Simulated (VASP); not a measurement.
**HfC: stress against strain**

HfC (rock salt, Fm-3m, 12.214 Å³/atom and stress up to 0.20 GPa in the relaxed cell, cube axes along x, y and z) under a strain ε along a cube axis (axis z), the other axes held. PBEsol in VASP (plane waves, PAW), 600 eV, 16×16×16 Γ-centred mesh, Methfessel-Paxton smearing 0.10 eV; ions are relaxed, or left where forces stay under 0.02 eV/Å, within the symmetry of each cell. Stress is positive for a compressed cell.

Here s stands for strain and y for stress zz.

```csv
strain (%),stress zz (GPa)
-1.50,8.46
-1.00,5.39
-0.50,2.52
0.00,-0.20
0.50,-2.78
1.00,-5.26
1.50,-7.62
3.00,?
```

Taking a straight line for y over the 7 complete rows: Means: s 0, y 0.073. About the means, the sum of products is -37.420 and the sum of squares of s is 7.0000; the slope is their ratio. Least squares gives y = 0.073 - 5.3457·s. Residuals (row less fit): 0.368, -0.029, -0.226, -0.273, -0.180, 0.013, 0.326; standard error 0.283 (degrees of freedom: 5). The slope gives the elastic constant C11 = about 530 GPa.

Task: Estimate the missing y (s = 3.00); what did the run itself give?

Result: y = 0.073 - 5.3457 × 3.0 = -15.964 GPa. The calculation gives -14.09 GPa, 1.874 GPa above the prediction (8.3 % of the range of y in the table). The row lies outside the fitted rows, so this is an extrapolation. From the scatter of the fitted rows alone, a prediction at this place has a standard error of 0.441 GPa, so the miss is 4.2 times that.

A polynomial of degree 2 through the 12 other runs of the series gives -13.79 there, so most of the miss is curvature that the fit leaves out. In a metal these values are sensitive to mesh and smearing; energies are taken to zero smearing, stresses follow the free energy. Rows are the converged runs of the series near zero and its far end, less any whose ions stayed unrelaxed beside relaxed ones; series whose fitted rows scatter by over a few per cent of the range, as at a crossing or softening among them, aren't shown in this form. Most that stay on the fit to the last digits aren't either.
